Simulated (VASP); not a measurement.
Li3HS:

```xyz
5
Lattice="3.8519 0.0000 0.0000 0.0000 3.8519 0.0000 0.0000 0.0000 3.8519" Properties=species:S:1:pos:R:3 pbc="T T T"
S     1.9259    1.9259    1.9259
H     0.0000    0.0000    0.0000
Li    1.9259    0.0000    0.0000
Li    0.0000    1.9259    0.0000
Li    0.0000    0.0000    1.9259
```

The cell comes from a database or a generator and needn't be the stable form of this composition.

* Program: VASP 6.6.1
* Task: relaxation of cell and atoms
* Functional: PBE
* Potentials or basis: VASP PAW PBE potentials, release 64 (S, H, Li_sv)
* Cutoff: 600 eV
* k mesh: 8 × 8 × 8
* Occupations: gaussian, width 0.03 eV
* Spin: no spin polarisation

At the start: pressure -1.8 GPa; volume 11.43 Å³/atom.

Q: Where does the relaxation end?

A: Over 3 steps the energy falls by 2.9 meV/atom and the volume is 10.92 Å³/atom (-4.5 %); space group Pm-3m (No. 221, to 0.05 Å).

The path:
```tsv
step	energy change (eV)	largest force (eV/Å)	pressure (GPa)	volume (Å³)
1	0.0000	0.0000	-1.81	57.15
2	-0.0096	0.0000	-1.09	56.09
3	-0.0145	0.0000	0.06	54.59
```

Final structure:
```yaml
crystal:
  lattice:
    - [3.79359, 0.00000, 0.00000]
    - [0.00000, 3.79359, 0.00000]
    - [0.00000, 0.00000, 3.79359]
  atoms:
    - { symbol: S, position: [0.50000, 0.50000, 0.50000] }
    - { symbol: H, position: [0.00000, 0.00000, 0.00000] }
    - { symbol: Li, position: [0.50000, 0.00000, 0.00000] }
    - { symbol: Li, position: [0.00000, 0.50000, 0.00000] }
    - { symbol: Li, position: [0.00000, 0.00000, 0.50000] }
```

Caveat: the cutoff is under 1.25 times the usual one of these potentials, so pressure, stress and relaxed cells hold a basis-set (Pulay) error.
